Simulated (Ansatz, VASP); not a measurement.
# HfB2 in two plane-wave programs, part 2 of 2

Wanted: the spread between two codes on one cell, functional and k mesh. Of the first pair: The cell is taken from a series of runs on this material, whose earlier steps may have relaxed, scaled, displaced or heated it; both programs get it as it stands.

VASP 6.6.1 and Ansatz 0.2.0.

So far: Starting point; VASP: relaxation of cell and atoms, LDA, pair 1; Ansatz: relaxation of cell and atoms, LDA, pair 1; Differences; Ansatz: relaxation, LDA.

## (6) VASP: single point, LDA

Level of this step: LDA; plane waves and PAW (B, Hf_pv) (VASP).

The same cell, functional (in two slightly different forms), mesh and smearing now go to VASP, with its own data sets.

Input file INCAR:

```
SYSTEM = HfB2
PREC = Accurate
ENCUT = 500
EDIFF = 1E-06
NELM = 120
ISMEAR = 1
SIGMA = 0.2
LREAL = .FALSE.
ALGO = Normal
GGA = CA
NBANDS = 14
LASPH = .TRUE.
LORBIT = 11
LWAVE = .FALSE.
LCHARG = .FALSE.
ISIF = 2
GGA_COMPAT = .FALSE.
KPAR = 2
```

Input file POSCAR:

```
HfB2
1.0
    3.0028371968      0.0000000000      0.0000000000
   -1.5014185984      2.6005332958      0.0000000000
    0.0000000000      0.0000000000      3.2888787564
B Hf
2 1
Direct
    0.3333333333      0.6666666667      0.5000000000
    0.6666666667      0.3333333333      0.5000000000
    0.0000000000      0.0000000000      0.0000000000
```

Input file KPOINTS:

```
Automatic mesh
0
Gamma
15 15 12
0 0 0
```

The projector-augmented-wave data sets are B and Hf_pv (LDA family, release 64).

Run with:

```sh
$ mpirun -np 2 vasp_std
```

Numbers of over 12 decimals in the logs are rounded to 6 here.

The log of the run:

```text
[... set-up lines as in an earlier step ...]
 entering main loop
       N       E                     dE             d eps       ncg     rms          rms(c)
DAV:   1     0.255751408833E+02    0.25575E+02   -0.80261E+03  5300   0.107E+03
DAV:   2    -0.299267172418E+02   -0.55502E+02   -0.52001E+02  6872   0.227E+02
DAV:   3    -0.313322613990E+02   -0.14055E+01   -0.13978E+01  7020   0.274E+01
DAV:   4    -0.313374116567E+02   -0.51503E-02   -0.51497E-02  6090   0.199E+00
[...]
DAV:  11    -0.286424878737E+02   -0.37986E-05   -0.47715E-05  6462   0.545E-02    0.485E-02
DAV:  12    -0.286424867760E+02    0.10977E-05   -0.23005E-06  5792   0.122E-02    0.269E-02
DAV:  13    -0.286424867953E+02   -0.19373E-07   -0.15576E-07  2982   0.339E-03
   1 F= -.28642487E+02 E0= -.28642548E+02  d E =0.185064E-03
```

From OUTCAR (step 6):

```text
  Total        5.8565968      5.8565968      6.0530316      0.0000000     -0.0000000      0.0000000
  in kB      365.3539757    365.3539757    377.6082310      0.0000000     -0.0000000      0.0000000
  external PRESSURE =     369.4387275 kB  Pullay stress =       0.0000000 kB

 POSITION                                       TOTAL-FORCE (eV/Angst)
 -----------------------------------------------------------------------------------
     -0.00000      1.73369      1.64444        -0.000000      0.000000     -0.000000
      1.50142      0.86684      1.64444         0.000000      0.000000      0.000000
      0.00000      0.00000      0.00000         0.000000      0.000000      0.000000
 -----------------------------------------------------------------------------------
    total drift:                               -0.000000      0.000000      0.000000

  FREE ENERGIE OF THE ION-ELECTRON SYSTEM (eV)
  ---------------------------------------------------
  free  energy   TOTEN  =       -28.6424867953 eV

  energy  without entropy=      -28.6426718593  energy(sigma->0) =      -28.64254848

[... 1 part as in an earlier step ...]

[... 2 further parts left out ...]
[key lines of the parts left out:]
E-fermi :   8.8938
```

The run ends at a pressure of 36.94 GPa.

## (7) Comparison

What differs besides the data sets and the points named for the pairs above, as far as they apply: the data sets hold 32 valence electrons in Ansatz (on its PAW soft_1 files) and 16 in VASP; Ansatz's pressure holds a Pulay correction, VASP's none. Total energies have different zeros and are not compared.

Compared:

```tsv
quantity	Ansatz	VASP	difference
pressure (GPa)	35.40	36.94	-1.55
```

## (8) Ansatz: relaxation of cell and atoms, LDA, pair 3

The relaxed volume is the usual yardstick between codes: in a stiff, nearly cubic crystal its relative difference is about their pressure difference at one cell divided by the bulk modulus. Its start cell is another than that of the pair before, and may be another structure of the material.

The cell is taken from a series of runs on this material, whose earlier steps may have relaxed, scaled, displaced or heated it; both programs get it as it stands.

Input file input.yaml:

```yaml
crystal:
  lattice:
    - [3.1057505561, 0.0, 0.0]
    - [-1.552875278, 2.6896588794, 0.0]
    - [0.0, 0.0, 3.4181075205]
  atoms:
    - { symbol: B, position: [0.3333333333, 0.6666666667, 0.5] }
    - { symbol: B, position: [0.6666666667, 0.3333333333, 0.5] }
    - { symbol: Hf, position: [0.0, 0.0, 0.0] }
kpoints:
  mp_grid: { grid: [15, 15, 12] }
hamiltonian:
  xc: lda
  pseudopotentials: { kind: paw, azcp: { folder: soft_1 }, xc_functional: pbe }
scf:
  occupations: { method: gaussian, width: 0.1 }
output:
  forces: true
  stress: true
  eigenvalues: true
  write_density: true
  write_potential: true
  elf: true
  volumetric_format: npy
relax:
  adjacent_minimum: "off"
  f_tol: 0.005
  max_steps: 80
  cell: { stress_tol: 0.05 }
```

Run with:

```sh
$ ansatz run input.yaml --threads 4 --pin off --max-ram 10240MiB --backend cpu --events-out ev --progress --plain --runs-dir out
```

The log of the run:

```text
[...]
Crystal: 3 atoms, lattice volume = 28.553 Å³
Basis set: ecut = 420 eV, 563 PW (Γ)
Bands: 20, of which v1, the nominal top of the filled ones, is band 16 counted from 1 (15 counted from 0)
Symmetry: 24 space group operations
[...]
k-points: 189 of 2700
[...]
--- Relaxed structure (3 steps of the walk, 3 accepted, 1 SCFs on fresh bases) ---
[...]
cell:  # Å, volume = 28.5409 Å³
    - [3.103138, -2.884319100375756e-11, 0.0]
    - [-1.551569, 2.687396, 0.0]
    - [0.0, 0.0, 3.422438]
  atoms:
    - { symbol: B, position: [0.333333, 0.666667, 0.500000] }
    - { symbol: B, position: [0.666667, 0.333333, 0.500000] }
    - { symbol: Hf, position: [0, 0, 0.0] }
[key lines of the parts left out:]
SCF converged after 5 iterations
Free energy (F): -15780.332103 eV
Fermi energy:    19.672234 eV
P = ⅓ Tr σ = -0.0351 GPa (-0.351 kbar)
```

## (9) VASP: relaxation of cell and atoms, LDA, pair 3

The same cell, functional (in two slightly different forms), mesh and smearing now go to VASP, with its own data sets.

Input file INCAR:

```
SYSTEM = HfB2
PREC = Accurate
ENCUT = 500
EDIFF = 1E-07
NELM = 120
ISMEAR = 0
SIGMA = 0.1
LREAL = .FALSE.
ALGO = Normal
GGA = CA
NBANDS = 14
LASPH = .TRUE.
LORBIT = 11
LWAVE = .FALSE.
LCHARG = .FALSE.
ISIF = 3
IBRION = 2
NSW = 80
EDIFFG = -0.005
GGA_COMPAT = .FALSE.
NELMIN = 4
KPAR = 2
```

Input file POSCAR:

```
HfB2
1.0
    3.1057510000      0.0000000000      0.0000000000
   -1.5528750000      2.6896590000      0.0000000000
    0.0000000000      0.0000000000      3.4181080000
B Hf
2 1
Direct
    0.3333332260      0.6666666667      0.5000000000
    0.6666664520      0.3333333333      0.5000000000
    0.0000000000      0.0000000000      0.0000000000
```

KPOINTS is that of step 6.

Run with:

```sh
$ mpirun -np 2 vasp_std
```

The log of the run:

```text
[... set-up lines as in an earlier step ...]
 entering main loop
       N       E                     dE             d eps       ncg     rms          rms(c)
DAV:   1     0.256565913484E+02    0.25657E+02   -0.80161E+03  5292   0.106E+03
DAV:   2    -0.299352282116E+02   -0.55592E+02   -0.52015E+02  6724   0.226E+02
DAV:   3    -0.314601437915E+02   -0.15249E+01   -0.15147E+01  7056   0.281E+01
DAV:   4    -0.314672293515E+02   -0.70856E-02   -0.70849E-02  6024   0.228E+00
[...]
DAV:  11    -0.289536426452E+02   -0.58231E-05   -0.65839E-05  6396   0.624E-02    0.916E-02
DAV:  12    -0.289536406817E+02    0.19634E-05   -0.37295E-06  6228   0.149E-02    0.179E-02
DAV:  13    -0.289536406840E+02   -0.22217E-08   -0.27690E-07  6608   0.415E-03
   1 F= -.28953641E+02 E0= -.28953060E+02  d E =-.289536E+02
[...]
2 F= -.28953903E+02 E0= -.28953333E+02  d E =-.262670E-03
[...]
3 F= -.28953986E+02 E0= -.28953412E+02  d E =-.345049E-03
[...]
4 F= -.28954016E+02 E0= -.28953449E+02  d E =-.298435E-04
[...]
5 F= -.28954037E+02 E0= -.28953468E+02  d E =-.514324E-04
[...]
reached required accuracy - stopping structural energy minimisation
```

From OUTCAR (step 9):

```text
  Total       -0.0004986     -0.0004986     -0.0008074     -0.0000000      0.0000000     -0.0000000
  in kB       -0.0279199     -0.0279199     -0.0452156     -0.0000000      0.0000000     -0.0000000
  external PRESSURE =      -0.0336851 kB  Pullay stress =       0.0000000 kB

 POSITION                                       TOTAL-FORCE (eV/Angst)
 -----------------------------------------------------------------------------------
     -0.00000      1.79208      1.71450        -0.000000      0.000000      0.000000
      1.55198      0.89604      1.71450         0.000000     -0.000000     -0.000000
     -0.00000     -0.00000      3.42900        -0.000000      0.000000     -0.000000
 -----------------------------------------------------------------------------------
    total drift:                                0.000040     -0.000000      0.000000

  FREE ENERGIE OF THE ION-ELECTRON SYSTEM (eV)
  ---------------------------------------------------
  free  energy   TOTEN  =       -28.9540371650 eV

  energy  without entropy=      -28.9528981919  energy(sigma->0) =      -28.95346768

[... 2 parts as in an earlier step ...]

[... 2 further parts left out ...]
[key lines of the parts left out:]
E-fermi :   7.9776
```

## (10) Differences

What differs besides the data sets and the points named for the pairs above, as far as they apply: the data sets hold 32 valence electrons in Ansatz (on its PAW soft_1 files) and 16 in VASP. Total energies have different zeros and are not compared.

Both answers:

```tsv
quantity	Ansatz	VASP	difference
volume (Å³)	28.54	28.61	-0.24 %
edge a after relaxation, in the typed setting (Å)	3.103	3.104	-0.03 %
edge c after relaxation, in the typed setting (Å)	3.422	3.429	-0.19 %
```

## (11) Outcome

```json
{"difference in volume (relaxation of cell and atoms, LDA, pair 1)": "-0.25 %", "difference in pressure (single point, LDA)": "-1.5 GPa", "difference in volume (relaxation of cell and atoms, LDA, pair 3)": "-0.24 %"}
```

**Reading.** The difference in pressure is -1.5 GPa (single point, LDA), beyond the 1 GPa picked in this series as the mark of a large difference. The data sets hold unlike numbers of valence electrons (32 in Ansatz and 16 in VASP), so part of the differences comes from the potentials. 5 further runs of this series are not shown here. How closely two codes agree says nothing of how well the functional describes the real material.

[Lines on the potential files, build, host, timing and source positions are cut from VASP's logs without a mark.]

[Logs are printed without paths, hosts, clocks, repeated set-up lines and the standing remarks that a program may print on its own settings, such as how far it seeks lower states.]

[Hosts, paths, dates, database ids (printed as entryN), source tags and the programs' standing remarks are cut or masked in the printed files.]
